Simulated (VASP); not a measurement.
Runs of VASP 6.6.1 on BaTiO3. It takes space group Pm-3m (No. 221, cubic). The conventional cell has a = 4.032 Å, b = 4.032 Å, c = 4.032 Å, α = 90.00°, β = 90.00°, γ = 90.00°. Ba (site symmetry m-3m) has 12 O at 2.85 Å as nearest neighbours. Ti (site symmetry m-3m) is surrounded by 6 O at 2.02 Å. O (site symmetry 4/mmm) has 2 Ti at 2.02 Å as nearest neighbours. 

| task | level | spin | cell | k mesh | cutoff (eV) | gap on the mesh (eV) | pressure (GPa) |
| --- | --- | --- | --- | --- | --- | --- | --- |
| band structure | PBE | SOC, no magnetisation | Pm-3m, 13.11 Å³/atom | 6 × 6 × 6 | 520 | - | 0.1 |
| relaxation of cell and atoms | PBE | off | relaxed | 8 × 8 × 8 | 600 | 1.70 | 0.0 |
| band structure | r2SCAN | off | Pm-3m, 13.11 Å³/atom | 8 × 8 × 8 | 520 | 2.08 | (a) |
| band structure | PBE | off | Pm-3m, 13.11 Å³/atom | 8 × 8 × 8 | 520 | 1.70 | 0.1 |

Alike in all rows: potentials or basis VASP PAW PBE potentials, release 64 (Ba_sv, Ti_sv, O); smearing gaussian 0.03 eV.

**Question.** Estimate the missing entries.

**Answer.** (a) -3.0.

Caveats: spin-orbit coupling is left out, which moves the levels of the heavy elements (some runs); the PAW data sets were made with another functional, which shifts forces and pressure a little (some runs).

A k mesh can miss the band edges, and rows without SOC leave out spin-orbit coupling on Ba.
